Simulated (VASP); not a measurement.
An input for Ansatz (written as the equivalent of a VASP run, and not itself run):

Ansatz 0.2 input:
```yaml
crystal:
  lattice:
    - [0.0000000, 2.6742095, 2.6742095]
    - [2.6742095, 0.0000000, 2.6742095]
    - [2.6742095, 2.6742095, 0.0000000]
  atoms:
    - { symbol: Ge, position: [0.0000000, 0.0000000, 0.0000000] }
    - { symbol: Se, position: [0.5000000, 0.5000000, 0.5000000] }
kpoints:
  mp_grid: { grid: [9, 9, 9] }
hamiltonian:
  xc: pbesol
  pseudopotentials: { kind: paw }
scf:
  occupations: { method: gaussian, width: 0.05 }
  max_iter: 100
relax:
  max_steps: 40
  f_tol: 0.02
  cell: { p_target: 20 }
output: { forces: true, stress: true, eigenvalues: true }
```

Write the VASP files for the same calculation (PBEsol).

This is not unique; one that fits is 
**KPOINTS**
```
Automatic mesh
0
Gamma
9 9 9
0 0 0
```

File POSCAR:
```
GeSe
1
   -0.0000000000     2.6742094927     2.6742094927
    2.6742094927    -0.0000000000     2.6742094927
    2.6742094927     2.6742094927    -0.0000000000
Ge Se
1 1
Direct
  0.0000000000   0.0000000000   0.0000000000
  0.5000000000   0.5000000000   0.5000000000
```

### INCAR
```
LMAXMIX = 4
GGA = PS
SYSTEM = GeSe
NELM = 100   ! most electronic steps
PREC = Accurate
EDIFFG = -0.02   ! ionic stop
ALGO = Normal
LCHARG = .FALSE.
IBRION = 2   ! conjugate gradients
LWAVE = .FALSE.
NSW = 40
EDIFF = 1E-6
LREAL = .FALSE.   ! projection in real space or not
SIGMA = 0.05
ISIF = 3
LASPH = .TRUE.   ! aspherical one-centre terms
ENCUT = 500   ! plane-wave cut-off (eV)
PSTRESS = 200
ISMEAR = 0   ! Gaussian
```

POTCAR, in this order: Ge_d Se (PBE.64 set). Program: vasp_std.

What does not carry over: each code has its own PAW files, so the cut-off isn't converted (ENCUT is set for VASP's; basis.ecutwfc is left out, and Ansatz then takes the one that its files recommend); Ansatz stops its SCF on the density residual and VASP on the energy change (EDIFF).

The structure was generated: GeSe was put into the rock salt type (Fm-3m), which need not be its known phase. This run relaxes it under an external pressure of 20 GPa. Symmetry was kept, so distortions that lower it aren't found.
